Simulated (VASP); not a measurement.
Input:

```
CELL_PARAMETERS angstrom
     10.93707     0.00000     0.00000
      0.00000    10.93707     0.00000
      0.00000     0.00000    10.93707
ATOMIC_POSITIONS crystal
  Si 0.49996 0.00018 0.00028
  Si 0.62516 0.12552 0.12578
  Si 0.74987 0.25002 0.99993
  Si 0.87446 0.37474 0.12573
  Si 0.74988 0.99970 0.25031
  Si 0.87462 0.12558 0.37478
  Si 0.99989 0.99989 0.99997
  Si 0.12516 0.12511 0.12515
  Si 0.25028 0.25020 0.00047
  Si 0.37529 0.37519 0.12629
  Si 0.49993 0.49991 0.00013
  Si 0.62488 0.62478 0.12604
  Si 0.74984 0.74982 0.00023
  Si 0.87481 0.87481 0.12520
  Si 0.25037 0.00060 0.25036
  Si 0.37536 0.12648 0.37529
  Si 0.50205 0.25239 0.25230
  Si 0.61937 0.38136 0.38135
  Si 0.74821 0.49849 0.25205
  Si 0.87399 0.62497 0.37527
  Si 0.49997 0.00013 0.49994
  Si 0.62482 0.12611 0.62480
  Si 0.74819 0.25199 0.49836
  Si 0.87412 0.37506 0.62494
  Si 0.74977 0.00033 0.74978
  Si 0.87489 0.12515 0.87483
  Si 0.99984 0.49994 0.00037
  Si 0.12541 0.62512 0.12561
  Si 0.25010 0.74991 0.99990
  Si 0.37477 0.87473 0.12562
  Si 0.00050 0.25025 0.25024
  Si 0.12631 0.37529 0.37523
  Si 0.25213 0.50188 0.25199
  Si 0.38051 0.61994 0.38047
  Si 0.49851 0.74831 0.25179
  Si 0.62493 0.87392 0.37535
  Si 0.99969 0.99992 0.50007
  Si 0.12535 0.12526 0.62511
  Si 0.25191 0.25201 0.50195
  Si 0.38009 0.38050 0.62035
  Si 0.61935 0.61908 0.62002
  Si 0.74790 0.74780 0.50200
  Si 0.87434 0.87449 0.62523
  Si 0.25023 0.99976 0.74984
  Si 0.37484 0.12541 0.87478
  Si 0.49841 0.25177 0.74840
  Si 0.62496 0.37505 0.87422
  Si 0.74843 0.50144 0.74848
  Si 0.87479 0.62521 0.87473
  Si 0.99978 0.74990 0.25025
  Si 0.12546 0.87482 0.37486
  Si 0.00001 0.49997 0.49994
  Si 0.12596 0.62491 0.62476
  Si 0.25187 0.74833 0.49835
  Si 0.37520 0.87400 0.62490
  Si 0.99992 0.25011 0.74987
  Si 0.12531 0.37485 0.87497
  Si 0.25145 0.49868 0.74863
  Si 0.37511 0.62502 0.87419
  Si 0.50168 0.74822 0.74836
  Si 0.62516 0.87482 0.87477
  Si 0.00025 0.74991 0.74977
  Si 0.12517 0.87492 0.87485
  Ni 0.49909 0.50012 0.50093
```
Cell charge -1.
Starting moments (μB, in the order of the record's atoms Si Si Si Si Si Si Si Si Si Si Si Si Si Si Si Si Si Si Si Si Si Si Si Si Si Si Si Si Si Si Si Si Si Si Si Si Si Si Si Si Si Si Si Si Si Si Si Si Si Si Si Si Si Si Si Si Si Si Si Si): 0.0 0.0 0.0 0.0 0.0 0.0 0.0 0.0 0.0 0.0 0.0 0.0 0.0 0.0 0.0 0.0 0.0 0.0 0.0 0.0 0.0 0.0 0.0 0.0 0.0 0.0 0.0 0.0 0.0 0.0 0.0 0.0 0.0 0.0 0.0 0.0 0.0 0.0 0.0 0.0 0.0 0.0 0.0 0.0 0.0 0.0 0.0 0.0 0.0 0.0 0.0 0.0 0.0 0.0 0.0 0.0 0.0 0.0 0.0 0.0.

These are HSE06 screened hybrid, VASP's PBE PAW potentials (set 64) (plane waves; VASP) values and carry that method's errors. Run with PREC = Normal, LREAL = Auto, ISYM = 0, NELECT = 263.0, EDIFF = 1E-5, 400 eV cut-off, 1×1×1 Γ-centred mesh, Gaussian smearing of 0.050 eV, potentials Si Ni.

The cell is charged, with a uniform compensating background. The supercell is sampled at Γ alone, which is coarse: total energies, pressure and levels can be off, energies of defects by several tenths of an eV.

### Question
Estimate the cell moment, energy per atom (σ→0), largest force.

### Answer

```yaml
cell_moment: 3.00 μB
energy per atom (σ→0): -6.092 eV/atom
largest_force: 0.239 eV/Å
```

### Question
Give the moment on each site (PAW-sphere projection).

### Answer

```json
[
 {"site": "Si1", "moment (μB)": "0.02"},
 {"site": "Si2", "moment (μB)": "0.01"},
 {"site": "Si3", "moment (μB)": "0.00"},
 {"site": "Si4", "moment (μB)": "0.01"},
 {"site": "Si5", "moment (μB)": "0.00"},
 {"site": "Si6", "moment (μB)": "0.01"},
 {"site": "Si7", "moment (μB)": "0.00"},
 {"site": "Si8", "moment (μB)": "0.00"},
 {"site": "Si9", "moment (μB)": "0.00"},
 {"site": "Si10", "moment (μB)": "0.00"},
 {"site": "Si11", "moment (μB)": "0.00"},
 {"site": "Si12", "moment (μB)": "0.00"},
 {"site": "Si13", "moment (μB)": "0.00"},
 {"site": "Si14", "moment (μB)": "0.00"},
 {"site": "Si15", "moment (μB)": "0.00"},
 {"site": "Si16", "moment (μB)": "0.00"},
 {"site": "Si17", "moment (μB)": "0.01"},
 {"site": "Si18", "moment (μB)": "0.09"},
 {"site": "Si19", "moment (μB)": "0.01"},
 {"site": "Si20", "moment (μB)": "0.00"},
 {"site": "Si21", "moment (μB)": "0.00"},
 {"site": "Si22", "moment (μB)": "0.00"},
 {"site": "Si23", "moment (μB)": "0.01"},
 {"site": "Si24", "moment (μB)": "0.00"},
 {"site": "Si25", "moment (μB)": "0.00"},
 {"site": "Si26", "moment (μB)": "0.00"},
 {"site": "Si27", "moment (μB)": "0.02"},
 {"site": "Si28", "moment (μB)": "0.01"},
 {"site": "Si29", "moment (μB)": "0.00"},
 {"site": "Si30", "moment (μB)": "0.01"},
 {"site": "Si31", "moment (μB)": "0.00"},
 {"site": "Si32", "moment (μB)": "0.00"},
 {"site": "Si33", "moment (μB)": "0.01"},
 {"site": "Si34", "moment (μB)": "0.09"},
 {"site": "Si35", "moment (μB)": "0.01"},
 {"site": "Si36", "moment (μB)": "0.00"},
 {"site": "Si37", "moment (μB)": "0.02"},
 {"site": "Si38", "moment (μB)": "0.01"},
 {"site": "Si39", "moment (μB)": "0.01"},
 {"site": "Si40", "moment (μB)": "0.09"},
 {"site": "Si41", "moment (μB)": "0.09"},
 {"site": "Si42", "moment (μB)": "0.01"},
 {"site": "Si43", "moment (μB)": "0.01"},
 {"site": "Si44", "moment (μB)": "0.00"},
 {"site": "Si45", "moment (μB)": "0.01"},
 {"site": "Si46", "moment (μB)": "0.01"},
 {"site": "Si47", "moment (μB)": "0.00"},
 {"site": "Si48", "moment (μB)": "0.01"},
 {"site": "Si49", "moment (μB)": "0.01"},
 {"site": "Si50", "moment (μB)": "0.00"},
 {"site": "Si51", "moment (μB)": "0.01"},
 {"site": "Si52", "moment (μB)": "0.00"},
 {"site": "Si53", "moment (μB)": "0.00"},
 {"site": "Si54", "moment (μB)": "0.01"},
 {"site": "Si55", "moment (μB)": "0.00"},
 {"site": "Si56", "moment (μB)": "0.00"},
 {"site": "Si57", "moment (μB)": "0.01"},
 {"site": "Si58", "moment (μB)": "0.01"},
 {"site": "Si59", "moment (μB)": "0.00"},
 {"site": "Si60", "moment (μB)": "0.01"},
 {"site": "Si61", "moment (μB)": "0.01"},
 {"site": "Si62", "moment (μB)": "0.00"},
 {"site": "Si63", "moment (μB)": "0.00"},
 {"site": "Ni64", "moment (μB)": "0.91"}
]
```

Only differences to runs with the same potentials and settings are physical.

The cell is a supercell with a defect, built from Si (diamond): Ni_Si, charge -1. The cell's shape comes from a PBE relaxation.
